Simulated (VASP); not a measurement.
Given:

```
WSi2
1.0
   -1.60633     1.60633     3.90270
    1.60633    -1.60633     3.90270
    1.60633     1.60633    -3.90270
Si W
2 1
Direct
  0.66532   0.66532   0.00000
  0.33468   0.33468   0.00000
  0.00000   0.00000   0.00000
```

The numbers are results of r2SCAN meta-GGA, VASP's PBE PAW potentials (set 64) (plane waves; VASP 6.6.1), not measurements. Numerical set-up: 400 eV cut-off, 15×15×15 Γ-centred mesh, tetrahedra with Blöchl corrections, potentials Si W_sv.

Question: Give the energies of bands 6 to 14 at the high-symmetry points, in eV from the Fermi level.

Answer: 
```tsv
band	Γ	X	P	N	M	S	R
6	-7.24	-7.44	-7.01	-10.41	-11.65	-9.88	-8.57
7	-3.82	-6.41	-7.01	-6.01	-3.96	-8.24	-6.30
8	-3.38	-5.69	-6.98	-5.21	-2.68	-3.17	-5.46
9	-3.05	-5.33	-3.23	-3.00	-0.96	-2.90	-4.26
10	-3.05	-3.45	-2.64	-2.87	-0.96	-2.61	-3.30
11	0.60	-1.99	-2.64	-0.49	-0.52	-0.37	-2.52
12	3.03	3.07	0.29	2.93	-0.52	1.98	2.20
13	3.17	3.29	3.29	3.01	0.80	2.76	2.39
14	3.20	3.43	3.97	4.22	4.93	3.68	3.33
```

It has no gap at this level: it comes out as a metal or semimetal.

The compound is WSi2 in the MoSi2 type structure. It was relaxed first.
